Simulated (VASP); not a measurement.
OSZICAR of a VASP run on W (bcc):

File OSZICAR:
```
       N       E                     dE             d eps       ncg     rms          rms(c)
DAV:   1     0.344027213996E+02    0.34403E+02   -0.78832E+03  3646   0.146E+03
DAV:   2    -0.537998154540E+02   -0.88203E+02   -0.85196E+02  3900   0.338E+02
DAV:   3    -0.553218952988E+02   -0.15221E+01   -0.15114E+01  4169   0.441E+01
DAV:   4    -0.553292164934E+02   -0.73212E-02   -0.73203E-02  3930   0.333E+00
DAV:   5    -0.553292713962E+02   -0.54903E-04   -0.54901E-04  4049   0.289E-01    0.273E+01
DAV:   6    -0.505413992423E+02    0.47879E+01   -0.20165E+00  3774   0.213E+01    0.689E+00
DAV:   7    -0.513632548464E+02   -0.82186E+00   -0.18809E-01  3642   0.569E+00    0.415E+00
DAV:   8    -0.507572978703E+02    0.60596E+00   -0.38764E-01  3645   0.881E+00    0.303E+00
DAV:   9    -0.511175570441E+02   -0.36026E+00   -0.67458E-02  3747   0.321E+00    0.116E+00
DAV:  10    -0.511304305134E+02   -0.12873E-01   -0.89998E-03  3715   0.122E+00    0.491E-01
DAV:  11    -0.511303256183E+02    0.10490E-03   -0.52319E-04  3993   0.299E-01    0.115E-01
DAV:  12    -0.511303235185E+02    0.20998E-05   -0.23345E-04  3723   0.233E-01    0.455E-02
DAV:  13    -0.511303673933E+02   -0.43875E-04   -0.25869E-05  3729   0.774E-02    0.254E-02
DAV:  14    -0.511303607413E+02    0.66520E-05   -0.27298E-06  4014   0.238E-02    0.191E-02
DAV:  15    -0.511303598223E+02    0.91894E-06   -0.14078E-05  3750   0.572E-02    0.330E-03
DAV:  16    -0.511303585823E+02    0.12400E-05   -0.37361E-07  2073   0.762E-03    0.201E-03
DAV:  17    -0.511303600315E+02   -0.14492E-05   -0.84114E-08  1824   0.409E-03    0.648E-04
DAV:  18    -0.511303599748E+02    0.56702E-07   -0.17708E-08  1833   0.208E-03
   1 F= -.47122966E+02 E0= -.47122826E+02  d E =-.471230E+02
```

Problem. Which electronic solver shows in the log?

Solution. It is blocked Davidson (ALGO = Normal, or the opening steps of other solvers). The INCAR had ALGO = Normal.

Problem. Can the final energy be trusted as converged?

Solution. The calculation finished and met its thresholds. It stopped with EDIFF = 1E-6, NELM = 100, NSW = 40 and EDIFFG = -0.02 after 1 ionic step (r2SCAN meta-GGA, plane waves, VASP's PBE PAW potentials (set 64)).

The compound is W in the bcc structure. It was relaxed first under an external pressure of 45 GPa.
